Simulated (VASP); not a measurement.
Given:

```
CELL_PARAMETERS angstrom
      4.06717     0.00000     0.00000
     -2.03359     3.52228     0.00000
      0.00000     0.00000     6.62297
ATOMIC_POSITIONS crystal
  Mg 0.00000 0.00000 0.00000
  Mg 0.00000 0.00000 0.50000
  Te 0.33333 0.66667 0.25000
  Te 0.66667 0.33333 0.75000
```

All values below come from PBEsol GGA, VASP's PBE PAW potentials (set 64) (plane waves; VASP). Settings: 500 eV cut-off, 6×6×4 Γ-centred mesh, Gaussian smearing of 0.050 eV, potentials Mg Te.

Unless said otherwise, spin-orbit coupling is left out, though it shifts the bands of the heavy elements here.

Q: What does the run give for the energy per atom (σ→0), pressure, band gap (on the k-mesh) with the smallest direct gap where there is one?

A: 
```json
{
 "band gap (on the k-mesh)": "0.80 eV",
 "smallest direct gap (on the k-mesh)": "2.47 eV",
 "energy per atom (σ→0)": "-3.434 eV/atom",
 "pressure": "5.01 GPa"
}
```

The structure was generated: MgTe was put into the NiAs type type (P6_3/mmc), which need not be its known phase. It was relaxed first under an external pressure of 5 GPa.
